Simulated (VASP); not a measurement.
# LiFeSe2Cl6 (Fm-3m) in VASP: a series of runs

The runs below take LiFeSe2Cl6 through single point, with PBE.

All numbers are computed with VASP 6.6.1; they aren't measurements. Logs are shortened: lines on timing, memory, paths and dates and some standing lists are left out, and cuts for length are marked.

## Step 1: The structure

It takes space group Fm-3m (No. 225, cubic). Conventional cell: a = 9.672 Å, b = 9.672 Å, c = 9.672 Å, α = 90.00°, β = 90.00°, γ = 90.00°. Se (site symmetry -43m) has 12 Cl at 3.42 Å as nearest neighbours. Fe (site symmetry m-3m) has 6 Cl at 2.23 Å as nearest neighbours. Around Cl (site symmetry 4mm) lie 1 Fe at 2.23 Å. Li (site symmetry m-3m) has 6 Cl at 2.61 Å as nearest neighbours.

The cell was built by a generator and needn't be a form met in nature.

## Step 2: Single point, PBE, collinear spin, typed start

INCAR reads:

```
ALGO = Normal
EDIFF = 1E-7
ENCUT = 520
GGA = PE
ISIF = 2
ISMEAR = -1
ISPIN = 2
LASPH = T
LCHARG = T
LELF = T
LMAXMIX = 4
LORBIT = 11
LREAL = F
LVHAR = T
LWAVE = F
MAGMOM = 0 0 4 0 0 0 0 0 0 0
NBANDS = 48
NELM = 150
PREC = Accurate
SIGMA = 0.1
```

KPOINTS reads:

```
k-points
0
Gamma
  4 4 4
```

POSCAR reads:

```
LiFeSe2Cl6
1.0
    0.0000000000      4.8359149300      4.8359149300
    4.8359149300      0.0000000000      4.8359149300
    4.8359149300      4.8359149300      0.0000000000
Se Fe Cl Li
2 1 6 1
Direct
    0.7500000000      0.7500000000      0.7500000000
    0.2500000000      0.2500000000      0.2500000000
    0.0000000000      0.0000000000      0.0000000000
    0.7696000000      0.7696000000      0.2304000000
    0.2304000000      0.2304000000      0.7696000000
    0.2304000000      0.7696000000      0.7696000000
    0.7696000000      0.2304000000      0.2304000000
    0.7696000000      0.2304000000      0.7696000000
    0.2304000000      0.7696000000      0.2304000000
    0.5000000000      0.5000000000      0.5000000000
```

Potentials or basis: VASP PAW PBE potentials, release 64 (Se, Fe, Cl, Li_sv).

Started as:

```bash
> cat potpaw_PBE.64/Se/POTCAR potpaw_PBE.64/Fe/POTCAR potpaw_PBE.64/Cl/POTCAR potpaw_PBE.64/Li_sv/POTCAR > POTCAR
> mpirun -np 1 vasp_std > vasp.out
```

OUTCAR:

```text
EDIFF = 1E-7
   ENCUT = 520
   GGA = PE
   ISIF = 2
   ISMEAR = -1
   ISPIN = 2
   LASPH = T
   LORBIT = 11
   LREAL = F
   NELM = 150
   PREC = Accurate

 ion  position               nearest neighbor table
   1  0.750  0.750  0.750-
   2  0.250  0.250  0.250-
   3  0.000  0.000  0.000-   4 2.23   5 2.23   6 2.23   7 2.23   8 2.23   9 2.23
   4  0.770  0.770  0.230-   3 2.23  10 2.61
   5  0.230  0.230  0.770-   3 2.23  10 2.61
   6  0.230  0.770  0.770-   3 2.23  10 2.61
   7  0.770  0.230  0.230-   3 2.23  10 2.61
   8  0.770  0.230  0.770-   3 2.23  10 2.61
   9  0.230  0.770  0.230-   3 2.23  10 2.61
  10  0.500  0.500  0.500-   4 2.61   5 2.61   6 2.61   7 2.61   8 2.61   9 2.61

  LATTYP: Found a face centered cubic cell.
 ALAT       =     9.6718298600

  Lattice vectors:

 A1 = (   0.0000000000,   4.8359149300,   4.8359149300)
 A2 = (   4.8359149300,   0.0000000000,   4.8359149300)
 A3 = (   4.8359149300,   4.8359149300,   0.0000000000)

Analysis of symmetry for initial positions (statically):
=====================================================================
 Subroutine PRICEL returns:
 Original cell was already a primitive cell.

 Routine SETGRP: Setting up the symmetry group for a
 face centered cubic supercell.

 Subroutine GETGRP returns: Found 48 space group operations
 (whereof 48 operations were pure point group operations)
 out of a pool of 48 trial point group operations.

The static configuration has the point symmetry O_h .

Analysis of symmetry for dynamics (positions and initial velocities):
=====================================================================
 Subroutine PRICEL returns:
 Original cell was already a primitive cell.

 Routine SETGRP: Setting up the symmetry group for a
 face centered cubic supercell.

 Subroutine GETGRP returns: Found 48 space group operations
 (whereof 48 operations were pure point group operations)
 out of a pool of 48 trial point group operations.

The dynamic configuration has the point symmetry O_h .

Analysis of structural, dynamic, and magnetic symmetry:
=====================================================================
 Subroutine PRICEL returns:
 Original cell was already a primitive cell.

 Routine SETGRP: Setting up the symmetry group for a
[... 152 lines left out ...]
  free energy    TOTEN  =       -29.72563781 eV

  energy without entropy =      -29.36167163  energy(sigma->0) =      -29.54365472

 E-fermi :   1.7721     XC(G=0):  -8.9578

 val. band max:        1.7681424855   @ k =  -0.2500   0.5000   0.2500
 cond. band min:       1.7966025725   @ k =   0.5000   0.2500   0.0000
 fundamental gap:      0.0284600869
 Fermi energy:         1.7721486721

 spin component 1

 k-point     1 :       0.0000    0.0000    0.0000
  band No.  band energies     occupation
      1     -44.3594      1.00000
      2     -13.8323      1.00000
      3     -12.8828      1.00000
      4     -12.8828      1.00000
      5     -12.8828      1.00000
      6     -12.6119      1.00000
[... 365 lines left out ...]
     43      10.7387      0.00000
     44      10.7387      0.00000
 Fermi energy:         1.7721486721

 spin component 2

 k-point     1 :       0.0000    0.0000    0.0000
  band No.  band energies     occupation
      1     -44.3592      1.00000
      2     -13.8409      1.00000
      3     -12.8909      1.00000
      4     -12.8909      1.00000
      5     -12.8909      1.00000
      6     -12.6208      1.00000
[... 365 lines left out ...]
     43      10.7228      0.00000
     44      10.7228      0.00000
 [bands above 44 left out]

------------------------ aborting loop because EDIFF is reached ----------------------------------------

  FORCE on cell =-STRESS in cart. coord.  units (eV):
  Direction    XX          YY          ZZ          XY          YZ          ZX
  --------------------------------------------------------------------------------------
  -------------------------------------------------------------------------------------
  Total       -2.6081790     -2.6081790     -2.6081790      0.0000000     -0.0000000     -0.0000000
  in kB      -18.4748968    -18.4748968    -18.4748968      0.0000000     -0.0000000     -0.0000000
  external PRESSURE =     -18.4748968 kB  Pullay stress =       0.0000000 kB

 VOLUME and BASIS-vectors are now :
 -----------------------------------------------------------------------------
  energy-cutoff  :      520.00
  volume of cell :      226.19
      direct lattice vectors                 reciprocal lattice vectors
     0.000000000  4.835914930  4.835914930    -0.103393051  0.103393051  0.103393051
     4.835914930  0.000000000  4.835914930     0.103393051 -0.103393051  0.103393051
     4.835914930  4.835914930  0.000000000     0.103393051  0.103393051 -0.103393051

 POSITION                                       TOTAL-FORCE (eV/Angst)
 -----------------------------------------------------------------------------------
      7.25387      7.25387      7.25387         0.000000     -0.000000      0.000000
      2.41796      2.41796      2.41796         0.000000      0.000000      0.000000
      0.00000      0.00000      0.00000         0.000000      0.000000      0.000000
      4.83591      4.83591      7.44344         0.000000      0.000000     -0.164472
      4.83591      4.83591      2.22839         0.000000      0.000000      0.164472
      7.44344      4.83591      4.83591        -0.164472      0.000000      0.000000
      2.22839      4.83591      4.83591         0.164472      0.000000      0.000000
      4.83591      7.44344      4.83591         0.000000     -0.164472      0.000000
      4.83591      2.22839      4.83591         0.000000      0.164472      0.000000
      4.83591      4.83591      4.83591         0.000000      0.000000      0.000000
 -----------------------------------------------------------------------------------
    total drift:                               -0.000000     -0.000000      0.000000

  FREE ENERGIE OF THE ION-ELECTRON SYSTEM (eV)
  ---------------------------------------------------
  free  energy   TOTEN  =       -29.7256378118 eV

  energy  without entropy=      -29.3616716271  energy(sigma->0) =      -29.54365472

 total charge

# of ion       s       p       d       tot
------------------------------------------
    1        1.529   1.965   0.008   3.502
    2        1.529   1.965   0.008   3.502
    3        0.382   0.562   6.265   7.209
    4        1.610   3.455   0.000   5.065
    5        1.610   3.455   0.000   5.065
    6        1.610   3.455   0.000   5.065
    7        1.610   3.455   0.000   5.065
    8        1.610   3.455   0.000   5.065
    9        1.610   3.455   0.000   5.065
   10        2.000   0.024   0.000   2.024
--------------------------------------------------
tot         15.097  25.249   6.280  46.626

 magnetization (x)

# of ion       s       p       d       tot
------------------------------------------
    1       -0.001  -0.034  -0.000  -0.035
    2       -0.001  -0.034  -0.000  -0.035
    3       -0.001  -0.001  -0.145  -0.146
    4       -0.000  -0.007   0.000  -0.007
    5       -0.000  -0.007   0.000  -0.007
    6       -0.000  -0.007   0.000  -0.007
    7       -0.000  -0.007   0.000  -0.007
    8       -0.000  -0.007   0.000  -0.007
    9       -0.000  -0.007   0.000  -0.007
   10        0.000   0.000   0.000   0.000
--------------------------------------------------
tot         -0.003  -0.109  -0.145  -0.257
```

stdout:

```text
POSCAR found type information on POSCAR SeFeClLi
 POSCAR found :  4 types and      10 ions
 scaLAPACK will be used
 LDA part: xc-table for (Slater+PW92), standard interpolation
 POSCAR, INCAR and KPOINTS ok, starting setup
 FFT: planning ... GRIDC
 FFT: planning ... GRID_SOFT
 FFT: planning ... GRID
 WAVECAR not read
 entering main loop
```

Run time: 9.1 min. Hardware: 1 thread of Intel Xeon Platinum 8488C (Sapphire Rapids), shared host; peak memory 0.58 GiB.

Results:

| Item | Value |
| --- | --- |
| Free energy | -29.7256 eV |
| Largest force | 0.164 eV/Å |
| Band gap on the k mesh | none (metal or under the smearing width) |
| Net moment | -0.30 μB per cell |
| Site moments | Se -0.04; Fe -0.15; Cl -0.01; Li +0.00 μB |
| Valence electrons inside the program's atomic spheres | Se 3.50; Fe 7.21; Cl 5.07; Li 2.02 |

Forces in eV/Å, atoms in the order of the input:
```
Se   0.000  0.000  0.000
Se   0.000  0.000  0.000
Fe   0.000  0.000  0.000
Cl   0.000  0.000 -0.164
Cl   0.000  0.000  0.164
Cl  -0.164  0.000  0.000
Cl   0.164  0.000  0.000
Cl   0.000 -0.164  0.000
Cl   0.000  0.164  0.000
Li   0.000  0.000  0.000
```

Levels at points of the mesh, in eV from the Fermi level:
Spin up:
| k point | band 28 | band 29 | band 30 | band 31 | band 32 | band 33 | band 34 | band 35 | band 36 | band 37 |
| --- | --- | --- | --- | --- | --- | --- | --- | --- | --- | --- |
| (0.00, 0.00, 0.00) | -0.99 | -0.99 | -0.99 | 0.35 | 0.35 | 0.35 | 0.72 | 0.72 | 0.72 | 1.53 |
| (0.50, 0.00, 0.00) | -0.88 | -0.70 | -0.70 | -0.70 | -0.30 | 0.27 | 0.27 | 0.45 | 0.45 | 1.20 |
| (0.50, 0.50, 0.00) | -0.88 | -0.74 | -0.49 | -0.46 | -0.46 | 0.14 | 0.14 | 0.14 | 0.14 | 0.78 |
Spin down:
```csv
k point,band 28,band 29,band 30,band 31,band 32,band 33,band 34,band 35,band 36,band 37
"(0.00, 0.00, 0.00)",-1.12,-1.12,-1.12,0.31,0.31,0.31,0.66,0.66,0.66,1.47
"(0.50, 0.00, 0.00)",-0.94,-0.81,-0.81,-0.74,-0.43,0.23,0.23,0.39,0.39,1.13
"(0.50, 0.50, 0.00)",-0.93,-0.79,-0.63,-0.57,-0.57,0.08,0.08,0.11,0.11,0.71
```

Caveat: the cutoff is under 1.25 times the usual one of these potentials, so pressure, stress and relaxed cells hold a basis-set (Pulay) error; the moment fell far below its start of 4 μB, so a state of higher moment may lie lower in energy; semilocal functionals often make such compounds metallic where correlation or magnetic order opens a gap, which also shifts bond lengths.

(Part 1 of 2 ends here.)
